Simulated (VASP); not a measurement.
Input for VASP

### POSCAR
```
Ga
1
    2.1342916597    -3.6638776496     0.0000000000
    2.1342916597     3.6638776496     0.0000000000
    0.0000000000     0.0000000000     4.3114656907
Ga
4
Direct
  0.1545928905   0.8454071095   0.9163732827
  0.3454071095   0.6545928905   0.4163732827
  0.6545928905   0.3454071095   0.5836267173
  0.8454071095   0.1545928905   0.0836267173
```

### KPOINTS
```
Regular mesh
0
G
 8 8 7
0 0 0
```

### INCAR
```
ALGO = Normal
EDIFF = 1E-6
EDIFFG = -0.02
ENCUT = 500
GGA = PS
IBRION = 2
ISIF = 3
ISMEAR = 1
LASPH = .True.
LCHARG = .False.
LMAXMIX = 4
LREAL = .False.
LWAVE = .False.
NELM = 100
NSW = 40
PREC = Accurate
PSTRESS = 200
SIGMA = 0.1
SYSTEM = Ga
```

POTCAR, in this order: Ga_d (PBE.64 set). Program: vasp_std.

Translate this PBEsol calculation to Ansatz.

One equivalent input (not run):
Ansatz 0.2 input:
```yaml
crystal:
  lattice:
    - [2.1342917, -3.6638776, 0.0000000]
    - [2.1342917, 3.6638776, 0.0000000]
    - [0.0000000, 0.0000000, 4.3114657]
  atoms:
    - { symbol: Ga, position: [0.1545929, 0.8454071, 0.9163733] }
    - { symbol: Ga, position: [0.3454071, 0.6545929, 0.4163733] }
    - { symbol: Ga, position: [0.6545929, 0.3454071, 0.5836267] }
    - { symbol: Ga, position: [0.8454071, 0.1545929, 0.0836267] }
kpoints:
  mp_grid: { grid: [8, 8, 7] }
hamiltonian:
  xc: pbesol
  pseudopotentials: { kind: paw }
scf:
  occupations: { method: methfessel_paxton, width: 0.1 }
  max_iter: 100
relax:
  max_steps: 40
  f_tol: 0.02
  cell: { p_target: 20 }
output: { forces: true, stress: true, eigenvalues: true }
```
What does not carry over: each code has its own PAW files, so the cut-off isn't converted (ENCUT is set for VASP's; basis.ecutwfc is left out, and Ansatz then takes the one that its files recommend); Ansatz stops its SCF on the density residual and VASP on the energy change (EDIFF).

The compound is Ga in the alpha structure. This run relaxes it under an external pressure of 20 GPa. Symmetry was kept, so distortions that lower it aren't found.
